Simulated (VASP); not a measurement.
Method: HSE06 screened hybrid, VASP's PBE PAW potentials (set 64) (plane waves; VASP 6.6.1).

VASP input:

### INCAR
```
SYSTEM = C35Si37
PREC = Normal; ENCUT = 400; LREAL = Auto
LASPH = T; ISYM = 0; NELECT = 287.0
EDIFF = 1E-5; NELM = 50; NELMIN = 4
ALGO = Normal
ISMEAR = 0; SIGMA = 0.05
GGA = PE; LHFCALC = T; AEXX = 0.25
HFSCREEN = 0.2; PRECFOCK = Fast
ISPIN = 2; MAGMOM = 72*0.0139; NUPDOWN = 1
ISIF = 0
LWAVE = F; LCHARG = F; LORBIT = 10
```

**POSCAR**
```
C35Si37
9.2819620
  0.4999999812  -0.8660253986   0.0000000000
  0.4999999812   0.8660253986   0.0000000000
  0.0000000000   0.0000000000   1.0911145089
Si C
37 35
Cartesian
  0.9995702576  -0.0002213781   1.0908548639
  0.4998887108  -0.8645630783   0.5450128995
  0.1662350088  -0.0960438177   0.8216398692
  0.1634400135   0.0979645831   0.2694944472
  0.6659549991  -0.5777916257   1.0904676148
  0.6666737082  -0.5771012465   0.5461590279
  0.3322270870   0.1922011607   0.8206945423
  0.3327027614   0.3846055490   0.2731848444
  0.8330289638  -0.2890120406   0.0004054241
  0.3332021952   0.5760903167   0.5456144230
  0.4995280767   0.4811421204   0.8191949313
  0.4996774423   0.6730981504   0.2733022135
  0.6662527262   0.5771520972   0.0005443678
  0.6663613570   0.5770303698   0.5455828756
  0.3330701347  -0.3855519990   0.8212926293
  0.3318172030  -0.1935273183   0.2728049244
  0.3306060553   0.0010338073   0.0060075840
  0.3119141615   0.0163272695   0.5329682725
  0.4991226541  -0.0969629211   0.8517798414
  0.4991475490   0.0983320807   0.2721445821
  0.4972862930  -0.0987102922   0.6165263094
  0.4995915901   0.2887869831   0.0003021225
  0.4989677193   0.2903419881   0.5456361282
  0.6661421630   0.1919942667   0.8214185375
  0.6663365383   0.3848995072   0.2732194778
  0.8330229957   0.2883061056   1.0907068833
  0.3338550807  -0.5775682644   0.5453620748
  0.4993204134  -0.6738966061   0.8200205599
  0.4997753021  -0.4848850227   0.2695369706
  0.4994585338  -0.2918420597   0.0060245923
  0.5017750571  -0.3151736770   0.5334851161
  0.6656463158  -0.3857412573   0.8206477445
  0.6675250189  -0.1943581485   0.2723991092
  0.6681671619   0.0008736642   0.0060330099
  0.6893608637   0.0148406659   0.5319742724
  0.8324351884  -0.0962618892   0.8217732522
  0.8360547947   0.0978145253   0.2694538732
  0.9992379167  -0.0002698735   0.8868108040
  0.9993919876  -0.0003355061   0.3413186781
  0.1628990897  -0.0963554709   0.6141128630
  0.1637416366   0.0973187089   0.0669293944
  0.6658969608  -0.5778276523   0.8866560577
  0.6659948781  -0.5778987546   0.3415486404
  0.3306683320   0.1976832835   0.6135533217
  0.3326720028   0.3845515885   0.0669141792
  0.8324995184  -0.2889310516   0.8863976383
  0.8330837646  -0.2890306456   0.3418866737
  0.5000181956   0.4819038012   0.6130615529
  0.4995952787   0.6734166876   0.0670772213
  0.6663202337   0.5772430129   0.8865719537
  0.6663632002   0.5772070545   0.3418973104
  0.3304496052  -0.3892569392   0.6139577814
  0.3326246142  -0.1928819906   0.0682861444
  0.3291724345   0.0020276157   0.8954581620
  0.3295553004   0.0020493771   0.3336125721
  0.4995463090   0.0966995736   0.0680536152
  0.4993320809   0.2884237513   0.8862954271
  0.4996181558   0.2889714604   0.3418471238
  0.6668210514   0.1955742901   0.6138895775
  0.6664470263   0.3846710799   0.0669896207
  0.8326618253   0.2881037092   0.8867351717
  0.8328182158   0.2880276192   0.3413575004
  0.4994750934  -0.6738192432   0.6130665614
  0.4995071912  -0.4844438664   0.0668629158
  0.4994385794  -0.2934430791   0.8955751763
  0.4996364267  -0.2935359111   0.3333822768
  0.6693993405  -0.3901693134   0.6135404933
  0.6666034256  -0.1930385514   0.0681356306
  0.6695790076   0.0018605669   0.8953374750
  0.6687563884   0.0013042712   0.3342272044
  0.8348519234  -0.0969469727   0.6141160390
  0.8351083973   0.0971753431   0.0671759166
```

### KPOINTS
```
Automatic mesh
0
Gamma
1 1 1
0 0 0
```

POTCAR, in this order: Si C (PBE.64 set). Program: vasp_gam. Read from the step before: WAVECAR.

Task: What will the output report for the number of irreducible k-points (NKPTS), largest plane-wave count, FFT grid (NGX, NGY, NGZ)?

Result: 
```yaml
number of irreducible k-points (NKPTS): 1
largest_plane_wave_count: 6857
FFT grid (NGX, NGY, NGZ): 48 × 48 × 50
```

The cell is a supercell with a defect, built from SiC (4h): Si_C, charge +1. The cell's shape comes from a PBE relaxation.
